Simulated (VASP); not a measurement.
Input:

```xyz
3
Lattice="0.0000 3.8144 3.8144 3.8144 0.0000 3.8144 3.8144 3.8144 0.0000" Properties=species:S:1:pos:R:3 pbc="T T T"
K      1.9072     1.9072     1.9072
K      5.7217     5.7217     5.7217
S      0.0000     0.0000     0.0000
```

The numbers are results of RPBE GGA, VASP's PBE PAW potentials (set 64) (plane waves; VASP 6.6.1), not measurements. Settings: 520 eV cut-off, Gaussian smearing of 0.050 eV, potentials K_sv S.

Question: Predict the band gap (along the path) with the smallest direct gap where there is one.

Answer: 
- band gap (along the path): 2.40 eV
- smallest direct gap (along the path): 2.52 eV

The absolute energy has meaning only against runs of the same code, potentials and settings.

The compound is K2S in the antifluorite structure. It was relaxed first, which changed the volume by +9 %.
